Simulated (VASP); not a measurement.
All values below come from LDA (Ceperley-Alder, Perdew-Zunger), VASP's LDA PAW potentials (set 64) (plane waves; VASP).

Input for VASP

### KPOINTS
```
Automatic mesh
0
Gamma
9 9 9
0 0 0
```

File POSCAR:
```
MgS
1
    0.0000000000     2.5587185623     2.5587185623
    2.5587185623     0.0000000000     2.5587185623
    2.5587185623     2.5587185623     0.0000000000
Mg S
1 1
Direct
  0.0000000000   0.0000000000   0.0000000000
  0.5000000000   0.5000000000   0.5000000000
```

### INCAR
```
SYSTEM = MgS
PREC = Accurate
ENCUT = 500
EDIFF = 1E-6
NELM = 100
ALGO = Normal
LREAL = .FALSE.
LASPH = .TRUE.
ISMEAR = 0
SIGMA = 0.05
LWAVE = .FALSE.
LCHARG = .FALSE.
IBRION = 2
ISIF = 3
NSW = 40
EDIFFG = -0.02
```

POTCAR, in this order: Mg S (LDA.64 set). Program: vasp_std.

The run wrote:

File OUTCAR:
```
 ion  position               nearest neighbor table
   1  0.000  0.000  0.000-   2 2.56   2 2.56   2 2.56   2 2.56   2 2.56   2 2.56
   2  0.500  0.500  0.500-   1 2.56   1 2.56   1 2.56   1 2.56   1 2.56   1 2.56
  LATTYP: Found a face centered cubic cell.
 ALAT       =     5.1174371246
 Subroutine PRICEL returns:
 Original cell was already a primitive cell.
 Subroutine GETGRP returns: Found 48 space group operations
The static configuration has the point symmetry O_h .
The dynamic configuration has the point symmetry O_h .
 Subroutine INISYM returns: Found 48 space group operations
 Subroutine IBZKPT returns following result:
 Found     35 irreducible k-points:

 Following reciprocal coordinates:
            Coordinates               Weight
  0.000000  0.000000  0.000000      1.000000
  0.111111  0.000000  0.000000      8.000000
  0.222222  0.000000  0.000000      8.000000
  0.333333  0.000000  0.000000      8.000000
  0.444444  0.000000  0.000000      8.000000
  0.111111  0.111111  0.000000      6.000000
  0.222222  0.111111  0.000000     24.000000
  0.333333  0.111111  0.000000     24.000000
  0.444444  0.111111  0.000000     24.000000
 -0.444444  0.111111  0.000000     24.000000
 -0.333333  0.111111  0.000000     24.000000
 -0.222222  0.111111  0.000000     24.000000
 -0.111111  0.111111  0.000000     12.000000
  0.222222  0.222222  0.000000      6.000000
  0.333333  0.222222  0.000000     24.000000
  0.444444  0.222222  0.000000     24.000000
 -0.444444  0.222222  0.000000     24.000000
 -0.333333  0.222222  0.000000     24.000000
 -0.222222  0.222222  0.000000     12.000000
  0.333333  0.333333  0.000000      6.000000
  0.444444  0.333333  0.000000     24.000000
 -0.444444  0.333333  0.000000     24.000000
 -0.333333  0.333333  0.000000     12.000000
  0.444444  0.444444  0.000000      6.000000
...
```

### OSZICAR
```
       N       E                     dE             d eps       ncg     rms          rms(c)
DAV:   1     0.206305733535E+02    0.20631E+02   -0.37131E+03   584   0.790E+02
DAV:   2    -0.924509293276E+01   -0.29876E+02   -0.27628E+02   808   0.104E+02
DAV:   3    -0.100109266788E+02   -0.76583E+00   -0.76583E+00   632   0.235E+01
DAV:   4    -0.100144555667E+02   -0.35289E-02   -0.35289E-02   896   0.184E+00
DAV:   5    -0.100144619329E+02   -0.63662E-05   -0.63662E-05   728   0.551E-02    0.464E+00
DAV:   6    -0.964657106289E+01    0.36789E+00   -0.94352E-01   576   0.476E+00    0.357E+00
DAV:   7    -0.959732297305E+01    0.49248E-01   -0.21081E-01   728   0.234E+00    0.223E+00
DAV:   8    -0.959269849893E+01    0.46245E-02   -0.94005E-03   664   0.735E-01    0.798E-01
DAV:   9    -0.959249526105E+01    0.20324E-03   -0.51647E-04   696   0.164E-01    0.241E-01
DAV:  10    -0.959248934775E+01    0.59133E-05   -0.21299E-05   792   0.296E-02    0.824E-02
DAV:  11    -0.959248890323E+01    0.44451E-06   -0.41871E-06   648   0.122E-02
   1 F= -.95924889E+01 E0= -.95924889E+01  d E =-.959249E+01
```

File OUTCAR:
```
------------------------ aborting loop because EDIFF is reached ----------------------------------------
  FORCE on cell =-STRESS in cart. coord.  units (eV):
  Direction    XX          YY          ZZ          XY          YZ          ZX
  --------------------------------------------------------------------------------------
  Total       -0.0057643     -0.0057643     -0.0057643      0.0000000      0.0000000      0.0000000
  in kB       -0.2756507     -0.2756507     -0.2756507      0.0000000      0.0000000      0.0000000
  external PRESSURE =      -0.2756507 kB  Pullay stress =       0.0000000 kB
  volume of cell :       33.50
      direct lattice vectors                 reciprocal lattice vectors
     0.000000000  2.558718562  2.558718562    -0.195410315  0.195410315  0.195410315
     2.558718562  0.000000000  2.558718562     0.195410315 -0.195410315  0.195410315
     2.558718562  2.558718562  0.000000000     0.195410315  0.195410315 -0.195410315
 POSITION                                       TOTAL-FORCE (eV/Angst)
 -----------------------------------------------------------------------------------
      0.00000      0.00000      0.00000        -0.000000      0.000000      0.000000
      2.55872      2.55872      2.55872         0.000000     -0.000000     -0.000000
 -----------------------------------------------------------------------------------
    total drift:                                0.000000      0.000000      0.000000
  FREE ENERGIE OF THE ION-ELECTRON SYSTEM (eV)
  ---------------------------------------------------
  free  energy   TOTEN  =        -9.5924889032 eV

  energy  without entropy=       -9.5924889032  energy(sigma->0) =       -9.59248890

 reached required accuracy - stopping structural energy minimisation
```
(Selected blocks of OUTCAR.)

The compound is MgS in the rock salt structure. It was relaxed first.
